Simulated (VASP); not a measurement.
Given:

```
BaO2
1.0
   -1.88364     1.88364     3.35613
    1.88364    -1.88364     3.35613
    1.88364     1.88364    -3.35613
Ba O
1 2
Direct
  0.00000   0.00000   0.00000
  0.39070   0.39070   0.00000
  0.60930   0.60930   0.00000
```

Level of theory: LDA (Ceperley-Alder, Perdew-Zunger), VASP's LDA PAW potentials (set 64) (plane waves; VASP). Run with 520 eV cut-off, 9×9×9 Γ-centred mesh, tetrahedra with Blöchl corrections, potentials Ba_sv O.

### Question
Estimate the energy per atom (σ→0).

### Answer

| Property | Result |
|---|---|
| energy per atom (σ→0) | -6.493 eV/atom |

The structure comes from a computed database's BaO2 entry (I4/mmm); how it stands against other phases isn't given here. It was relaxed first, which changed the volume by -6 %.
